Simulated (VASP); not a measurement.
Here is the system:

```
CoGa
1.0
    2.80954     0.00000     0.00000
    0.00000     2.80954     0.00000
    0.00000     0.00000     2.80954
Ga Co
1 1
Direct
  0.50000   0.50000   0.50000
  0.00000   0.00000   0.00000
```

These are LDA (Ceperley-Alder, Perdew-Zunger), VASP's LDA PAW potentials (set 64) (plane waves; VASP) values and carry that method's errors. Numerical set-up: 400 eV cut-off, Gaussian smearing of 0.050 eV, potentials Ga_d Co.

Problem. Give the energies of bands 6 to 14 at the high-symmetry points, in eV from the Fermi level.

Solution. 
| band | Γ | X | M | R |
|---|---|---|---|---|
| 6 | -12.73 | -8.31 | -6.42 | -4.53 |
| 7 | -2.89 | -7.35 | -3.39 | -4.53 |
| 8 | -2.89 | -2.67 | -3.39 | -4.53 |
| 9 | -0.84 | -1.98 | -2.75 | -0.31 |
| 10 | -0.84 | -1.98 | -1.38 | -0.31 |
| 11 | -0.84 | -0.84 | -1.38 | 0.93 |
| 12 | 5.37 | 0.05 | -0.35 | 4.01 |
| 13 | 5.37 | 11.22 | 2.56 | 4.01 |
| 14 | 5.37 | 11.22 | 3.45 | 4.01 |

It has no gap at this level: it comes out as a metal or semimetal.

The compound is CoGa in the CsCl type structure. It was relaxed first, which changed the volume by -7 %. The run is not spin-polarised, so no magnetic state was tried.
